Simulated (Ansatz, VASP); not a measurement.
## Ni: VASP beside Ansatz

Aim: how closely do two programs agree when they are given the same cell, functional and k mesh? The structure shown is frame 250 of Ansatz's trajectory.

Main program and level: Ansatz 0.2.0; plane waves, with VASP 6.6.1 beside it; single point at PBEsol.

### Step 1. Set-up

The cell holds 48 atoms: 48 Ni. Its edges and angles: a = 8.430 Å, b = 8.430 Å, c = 8.430 Å, α = 90.0°, β = 90.0°, γ = 90.0°. As first built, before any earlier steps moved the atoms (in the runner's words): 48 atoms (48 Ni) placed at random at 7.81 g/cm^3, melted at 2482.2 K for 5 ps at fixed volume with the EAM universal-3 functions (Foiles, Baskes and Daw, Phys. Rev. B 33, 7983 (1986)). Snapshot at the end of a hold of 8 ps at 1773 K and fixed volume.

### Step 2. Ansatz: dynamics, PBEsol

Ansatz runs on its default PAW (the set named soft_2) files.

One frame of this run of dynamics is then solved in both programs, so the motion causes no difference.

Input file input.yaml:

```yaml
crystal:
  lattice:
    - [8.4296, 0.0, 0.0]
    - [0.0, 8.4296, 0.0]
    - [0.0, 0.0, 8.4296]
  atoms:
    - { symbol: Ni, position: [0.29821, 0.06855, 0.63606] }
    - { symbol: Ni, position: [0.05251, 0.48348, 0.88573] }
    - { symbol: Ni, position: [0.75894, 0.16467, 0.60914] }
    - { symbol: Ni, position: [0.04189, 0.61724, 0.65296] }
    - { symbol: Ni, position: [0.95034, 0.18717, 0.83393] }
    - { symbol: Ni, position: [0.22726, 0.08712, 0.9378] }
    - { symbol: Ni, position: [0.44662, 0.63001, 0.16444] }
    - { symbol: Ni, position: [0.20128, 0.30267, 0.78335] }
    - { symbol: Ni, position: [0.83018, 0.88988, 0.57862] }
    - { symbol: Ni, position: [0.54534, 0.37657, 0.70742] }
    - { symbol: Ni, position: [0.69842, 0.95736, 0.82535] }
    - { symbol: Ni, position: [0.36192, 0.35897, 0.03718] }
    - { symbol: Ni, position: [0.94989, 0.23804, 0.09322] }
    - { symbol: Ni, position: [0.66967, 0.11648, 0.05885] }
    - { symbol: Ni, position: [0.07464, 0.88932, 0.47013] }
    - { symbol: Ni, position: [0.54016, 0.92, 0.59077] }
    - { symbol: Ni, position: [0.05096, 0.40201, 0.46857] }
    - { symbol: Ni, position: [0.02428, 0.14297, 0.51346] }
    - { symbol: Ni, position: [0.03276, 0.93007, 0.77458] }
    - { symbol: Ni, position: [0.84935, 0.71517, 0.86908] }
    - { symbol: Ni, position: [0.56544, 0.48888, 0.43263] }
    - { symbol: Ni, position: [0.27375, 0.27952, 0.35562] }
    - { symbol: Ni, position: [0.58724, 0.82148, 0.33818] }
    - { symbol: Ni, position: [0.33021, 0.96265, 0.39647] }
    - { symbol: Ni, position: [0.12672, 0.50944, 0.14439] }
    - { symbol: Ni, position: [0.85748, 0.52726, 0.10061] }
    - { symbol: Ni, position: [0.00518, 0.76858, 0.2253] }
    - { symbol: Ni, position: [0.62331, 0.41357, 0.17438] }
    - { symbol: Ni, position: [0.44244, 0.11786, 0.15648] }
    - { symbol: Ni, position: [0.62224, 0.67391, 0.66288] }
    - { symbol: Ni, position: [0.72568, 0.77802, 0.11446] }
    - { symbol: Ni, position: [0.42901, 0.81787, 0.85433] }
    - { symbol: Ni, position: [0.12719, 0.74531, 0.98321] }
    - { symbol: Ni, position: [0.29676, 0.77461, 0.63677] }
    - { symbol: Ni, position: [0.1307, 0.07591, 0.20601] }
    - { symbol: Ni, position: [0.89847, 0.95543, 0.01714] }
    - { symbol: Ni, position: [0.34437, 0.86627, 0.12621] }
    - { symbol: Ni, position: [0.7385, 0.30423, 0.89872] }
    - { symbol: Ni, position: [0.33288, 0.54931, 0.82203] }
    - { symbol: Ni, position: [0.85785, 0.58802, 0.42889] }
    - { symbol: Ni, position: [0.85434, 0.44079, 0.72418] }
    - { symbol: Ni, position: [0.31722, 0.47272, 0.5733] }
    - { symbol: Ni, position: [0.83736, 0.03154, 0.28842] }
    - { symbol: Ni, position: [0.49769, 0.12987, 0.85335] }
    - { symbol: Ni, position: [0.60443, 0.56107, 0.92768] }
    - { symbol: Ni, position: [0.80123, 0.30414, 0.37743] }
    - { symbol: Ni, position: [0.56145, 0.17433, 0.41189] }
    - { symbol: Ni, position: [0.25989, 0.66829, 0.38179] }
kpoints:
  mp_grid: { grid: [1, 1, 1] }
hamiltonian:
  xc: pbesol
scf:
  occupations: { method: fermi_dirac, width: 0.153 }
output:
  forces: true
  stress: true
md:
  timestep: 4.0
  n_steps: 750
  ensemble: nvt_nose_hoover
  temperature: 1773
  initial_velocities: maxwell_boltzmann
  seed: 7
```

Started as:

```console
> ansatz run input.yaml --threads 4 --pin off --max-ram 15360MiB --backend cpu --events-out ev --progress --plain --runs-dir out
```

Numbers of over 12 decimals in the logs are rounded to 6 here.

The program printed:

```text
Warning: md: disabling space-group detection — thermal motion breaks the input geometry's symmetry, so no spatial operation reduces the k-mesh or symmetrises the density; time reversal is kept, so that k and −k are solved as one point where they differ and the mesh holds both, and exact exchange and, on two spinor components, a DFT+U term hold to it where the run has them: on two components no moment then forms, and  [...]
Warning: output.stress: scf.convergence.dr2_threshold = 4.8e-8 eV (the default of an md: trajectory) is looser than the 4.8e-9 eV advised for a printed stress (1e-10 eV for each atom of the cell: 48). What an SCF threshold leaves in a stress goes as its square root, and in the free energy as the threshold itself, and one threshold admits the most on a small cell: [figures from the program's tests cut] Set scf.converg [...]
band count auto-derived: 526 (N_el = 864.0; filled up to band 432; 519 by the electrons, moments and atoms)
Engine: ansatz 0.2.0, aarch64-unknown-linux-gnu
Pseudopotentials: kind: paw
Pseudopotential: Ni, paw, valence charge 18, recommended cutoff 420 eV (normal), Ni.paw.azcp
Functional definition: PBEsol
  exchange = pbesol_x
  correlation = pbesol_c
Crystal: 48 atoms, lattice volume = 598.992 Å³
Basis set: ecut = 420 eV, 11753 PW (Γ), exchange–correlation on 120×120×120 points (8 copies of the dense FFT grid, shifted against one another)
Bands: 526, of which v1, the nominal top of the filled ones, is band 432 counted from 1 (431 counted from 0)
Symmetry: 1 space group operations
k-points: 1
Non-local potential: Ni, projectors of the file, l = 0: 3, l = 1: 2, l = 2: 3, l = 3: 1
PAW form: soft (Blöchl's): semilocal exchange-correlation on the pseudo side does not see the compensation charge
PAW frozen core: Ni, regenerated for the run's functional, and the local potential with it (the file was generated under x = pbe(κ = 0.804, μ = 0.219515), c = pbe(β = 0.066725))
PAW one-centre angular grid: Ni, 590 points (default); XC on 64 Gauss nodes
Initial density: superposition of atomic densities (neutral atoms: chi_scale 0, normalization atom), corrected by the library's trained network
Initial wavefunctions: pseudopotential atomic-orbital guess
Functional: x = pbesol(κ = 0.804, μ = 0.123457), c = pbesol(β = 0.046)
SCF iter   1: F=—  HF=-278619.713539 eV  |F-HF|=—  |Δ(HF+E_count)|=         —  Δρ=3.05e-2  dr2=3.47e0  ethr=1.77e-3  ⟨swp⟩=4.0  Hψ=1497  notcnv=0  defer=32
preconditioner: auto → Kerker (q_TF=auto, 2.900 Å⁻¹)  [metal: Δε(μ)=0.013 eV  Ē_g=7.122 eV  σ=0.153 eV  W_gap=0.02  n_scr=250 (ndim 8)  ℏωp=33.2 eV  f_vac=0.000  D(μ)=123.64/eV (n_scr^D=2324)]
SCF iter   2: F=—  HF=-278619.273369 eV  |F-HF|=—  |Δ(HF+E_count)|=   4.40e-1  Δρ=9.39e-3  dr2=4.67e-1  ethr=4.02e-4  ⟨swp⟩=2.0  Hψ=627  notcnv=0  defer=45
SCF iter   3: F=—  HF=-278619.223978 eV  |F-HF|=—  |Δ(HF+E_count)|=   4.94e-2  Δρ=2.88e-3  dr2=6.31e-2  ethr=5.40e-5  ⟨swp⟩=1.0  Hψ=481  notcnv=0  defer=45
SCF iter   4: F=—  HF=-278619.217279 eV  |F-HF|=—  |Δ(HF+E_count)|=   6.70e-3  Δρ=6.43e-4  dr2=3.75e-3  ethr=7.30e-6  ⟨swp⟩=2.0  Hψ=707  notcnv=0  defer=45
SCF iter   5: F=—  HF=-278619.217669 eV  |F-HF|=—  |Δ(HF+E_count)|=   3.90e-4  Δρ=3.41e-4  dr2=6.32e-4  ethr=4.35e-7  ⟨swp⟩=2.0  Hψ=695  notcnv=0  defer=45
SCF iter   6: F=—  HF=-278619.217746 eV  |F-HF|=—  |Δ(HF+E_count)|=   7.69e-5  Δρ=1.19e-4  dr2=1.05e-4  ethr=7.31e-8  ⟨swp⟩=1.0  Hψ=481  notcnv=0  defer=45
SCF iter   7: F=—  HF=-278619.217579 eV  |F-HF|=—  |Δ(HF+E_count)|=   1.67e-4  Δρ=6.07e-5  dr2=2.56e-5  ethr=1.22e-8  ⟨swp⟩=2.0  Hψ=919  notcnv=0  defer=45
SCF iter   8: F=—  HF=-278619.217167 eV  |F-HF|=—  |Δ(HF+E_count)|=   4.12e-4  Δρ=2.83e-5  dr2=4.10e-6  ethr=2.97e-9  ⟨swp⟩=1.0  Hψ=481  notcnv=0  defer=45
SCF iter   9: F=—  HF=-278619.217166 eV  |F-HF|=—  |Δ(HF+E_count)|=   3.96e-7  Δρ=1.08e-5  dr2=8.97e-7  ethr=4.74e-10  ⟨swp⟩=2.0  Hψ=482  notcnv=0  defer=45
[...]
md step   712: t =  2848.00 fs  T =  1991.4 K  F+E_penalty+E_count = -278617.39187696 eV  E_kin = 12.098074 eV  conserved = -278608.43968811 eV  P_inst = -6.3722 GPa  (7 SCF iters)
md step   714: t =  2856.00 fs  T =  2049.1 K  F+E_penalty+E_count = -278617.61198397 eV  E_kin = 12.448557 eV  conserved = -278608.43672019 eV  P_inst = -6.5680 GPa  (7 SCF iters)
md step   716: t =  2864.00 fs  T =  2089.3 K  F+E_penalty+E_count = -278617.74877659 eV  E_kin = 12.692780 eV  conserved = -278608.43982892 eV  P_inst = -6.6354 GPa  (8 SCF iters)
md step   718: t =  2872.00 fs  T =  2085.5 K  F+E_penalty+E_count = -278617.63929252 eV  E_kin = 12.670063 eV  conserved = -278608.44029512 eV  P_inst = -6.4580 GPa  (7 SCF iters)
md step   720: t =  2880.00 fs  T =  2032.2 K  F+E_penalty+E_count = -278617.24934506 eV  E_kin = 12.345764 eV  conserved = -278608.43613126 eV  P_inst = -6.0342 GPa  (11 SCF iters)
md step   722: t =  2888.00 fs  T =  1967.5 K  F+E_penalty+E_count = -278616.81332316 eV  E_kin = 11.953266 eV  conserved = -278608.43193992 eV  P_inst = -5.5883 GPa  (7 SCF iters)
md step   724: t =  2896.00 fs  T =  1935.6 K  F+E_penalty+E_count = -278616.59432655 eV  E_kin = 11.759481 eV  conserved = -278608.42968876 eV  P_inst = -5.3900 GPa  (7 SCF iters)
md step   726: t =  2904.00 fs  T =  1955.4 K  F+E_penalty+E_count = -278616.70673123 eV  E_kin = 11.879251 eV  conserved = -278608.43178105 eV  P_inst = -5.5446 GPa  (7 SCF iters)
md step   728: t =  2912.00 fs  T =  1999.2 K  F+E_penalty+E_count = -278616.98455627 eV  E_kin = 12.145367 eV  conserved = -278608.43717540 eV  P_inst = -5.8724 GPa  (6 SCF iters)
md step   730: t =  2920.00 fs  T =  2009.4 K  F+E_penalty+E_count = -278617.07781519 eV  E_kin = 12.207445 eV  conserved = -278608.44127157 eV  P_inst = -6.0396 GPa  (11 SCF iters)
md step   732: t =  2928.00 fs  T =  1945.9 K  F+E_penalty+E_count = -278616.74213626 eV  E_kin = 11.821824 eV  conserved = -278608.44199927 eV  P_inst = -5.8387 GPa  (6 SCF iters)
md step   734: t =  2936.00 fs  T =  1808.2 K  F+E_penalty+E_count = -278615.96926737 eV  E_kin = 10.985244 eV  conserved = -278608.44132669 eV  P_inst = -5.2871 GPa  (7 SCF iters)
md step   736: t =  2944.00 fs  T =  1631.2 K  F+E_penalty+E_count = -278614.95091525 eV  E_kin = 9.909869 eV  conserved = -278608.43231375 eV  P_inst = -4.5853 GPa  (8 SCF iters)
md step   738: t =  2952.00 fs  T =  1533.1 K  F+E_penalty+E_count = -278614.39584978 eV  E_kin = 9.314205 eV  conserved = -278608.41721757 eV  P_inst = -4.2141 GPa  (8 SCF iters)
md step   740: t =  2960.00 fs  T =  1644.7 K  F+E_penalty+E_count = -278615.13050351 eV  E_kin = 9.992199 eV  conserved = -278608.42924487 eV  P_inst = -4.6329 GPa  (11 SCF iters)
md step   742: t =  2968.00 fs  T =  1856.1 K  F+E_penalty+E_count = -278616.48273636 eV  E_kin = 11.276229 eV  conserved = -278608.45296290 eV  P_inst = -5.4653 GPa  (7 SCF iters)
md step   744: t =  2976.00 fs  T =  1945.7 K  F+E_penalty+E_count = -278617.08698982 eV  E_kin = 11.820822 eV  conserved = -278608.45351536 eV  P_inst = -5.8995 GPa  (9 SCF iters)
md step   746: t =  2984.00 fs  T =  1890.5 K  F+E_penalty+E_count = -278616.81377932 eV  E_kin = 11.485295 eV  conserved = -278608.43694789 eV  P_inst = -5.7726 GPa  (8 SCF iters)
md step   748: t =  2992.00 fs  T =  1828.1 K  F+E_penalty+E_count = -278616.52235347 eV  E_kin = 11.106371 eV  conserved = -278608.43095787 eV  P_inst = -5.5461 GPa  (7 SCF iters)
[...]
md step   750: t =  3000.00 fs  T =  1820.3 K  F+E_penalty+E_count = -278616.58689325 eV  E_kin = 11.058481 eV  conserved = -278608.43756539 eV  P_inst = -5.4859 GPa  (11 SCF iters)
SCF converged after 11 iterations
Free energy (F): -278616.586893 eV
Harris-Foulkes:  -278616.586893 eV  (|F-HF|=1.72e-8)
Internal energy: -278607.176919 eV  (E = F + TS)
E sigma→0 (E₀):  -278611.881906 eV
Entropy (-TS):   -9.409974 eV (-196.041 meV/atom)
Fermi energy:    14.931687 eV
--- Per-component energies (eV) ---
  E_band       = -16131.556894
  E_kinetic    = 13529.251260
  E_local      = -184513.632888  (includes V_loc(G=0)·N_el)
  E_nonlocal   = 30638.798231
  E_hartree    = 77312.322448
  E_xc         = -4011.376883
  E_vxc        = -5189.845059  (∫ρ·V_xc dr)
  E_paw        = -76608.451174  (= ΣΔE_a)
  E_vpaw       = -25220.794360  (= ΣTr[D̂ρ^β])
  E_aug_tail   = 0.024060  (compensation charges beyond the density's cutoff)
  E_ewald      = -134963.581839
  E_core_change = 9.469865  (= ΣΔE_core)
  E_smearing   = -9.409974  (= −TS)
  E_closure    = 0.000000  (closes the sum)
  Σ components = -278616.586893   (vs F -278616.586893, Δ=0.00e0)
--- Forces (eV/Å), atoms counted from 1 ---
  atom   1  Ni    -0.81914307    -1.31391743    -0.93845368
  atom   2  Ni     0.85057025    -0.51792331     0.36837865
  atom   3  Ni    -0.89547759    -2.00414051     1.30959985
  atom   4  Ni    -1.01632246     1.31592349    -0.80282866
  atom   5  Ni     0.04569467     0.31286723     0.25710445
  atom   6  Ni    -0.51919268    -0.17986000     0.57297524
  atom   7  Ni     0.45448557    -1.04732178     1.32672621
  atom   8  Ni     1.11079881    -0.90436555     0.35921538
  atom   9  Ni    -2.20056418     1.33513545     0.19864300
  atom  10  Ni    -0.35636797    -1.59973683    -0.63044549
  atom  11  Ni     0.11257687    -3.69551918    -1.21422738
  atom  12  Ni    -0.20543118     0.01009610    -0.16940781
  atom  13  Ni     0.12223510     1.02737362    -0.47413227
  atom  14  Ni    -0.65565981     0.56676929     1.12015693
  atom  15  Ni    -1.35916423    -1.20283937     1.59674313
  atom  16  Ni     2.51441816    -0.42279565     2.38224141
  atom  17  Ni    -0.08199931     1.27281161    -0.08120581
  atom  18  Ni    -0.10070111    -0.27345401    -0.63253859
  atom  19  Ni     0.68918219     0.89799300    -0.20313197
  atom  20  Ni     2.05731853    -2.29321528    -1.58953625
  atom  21  Ni    -0.27208423     1.04851841    -1.39808787
  atom  22  Ni    -0.95782721     0.75494021    -1.22488672
  atom  23  Ni     0.91134346     1.02357950     0.39131410
  atom  24  Ni     0.69492305    -0.59293589     0.20074637
[...]
atom  41  Ni     2.47144329    -0.50053049     0.37279839
  atom  42  Ni    -0.36544561     0.19341657    -0.18680092
  atom  43  Ni     0.39698215     1.60389538    -0.45356880
  atom  44  Ni    -1.56847570    -0.13227143     0.64536085
  atom  45  Ni    -1.80348654     0.62164443     1.63825948
  atom  46  Ni     0.37503950     1.95086253    -0.07758754
  atom  47  Ni     0.92632935    -1.18302170     0.56056017
  atom  48  Ni    -0.42841688     0.13543568     0.85151038
  max |Σ_I F_I| component: 1.88e-5 eV/Å
--- Stress (GPa, compression-positive) ---
       -7.748205      -0.452888      -0.717784
       -0.452888      -7.834680      -1.621361
       -0.717784      -1.621360      -6.916577
  P = ⅓ Tr σ = -7.4998 GPa (-74.998 kbar)
--- MD trajectory: 750 steps, t = 0.0 → 3000.0 fs ---
  final state: T = 1820.3 K   F+E_penalty+E_count = -278616.58689325 eV   E_kin = 11.058481 eV
  conserved energy: peak-to-peak 4.729e-2 eV (9.852e-4 eV/atom) over 3000.0 fs
```

(Part 1 of 2 ends here.)

[Lines on the potential files, build, host, timing and source positions are cut from VASP's logs without a mark.]

[Logs are printed without paths, hosts, clocks, repeated set-up lines and the standing remarks that a program may print on its own settings, such as how far it seeks lower states.]

[Hosts, paths, dates, database ids (printed as entryN), source tags and the programs' standing remarks are cut or masked in the printed files.]
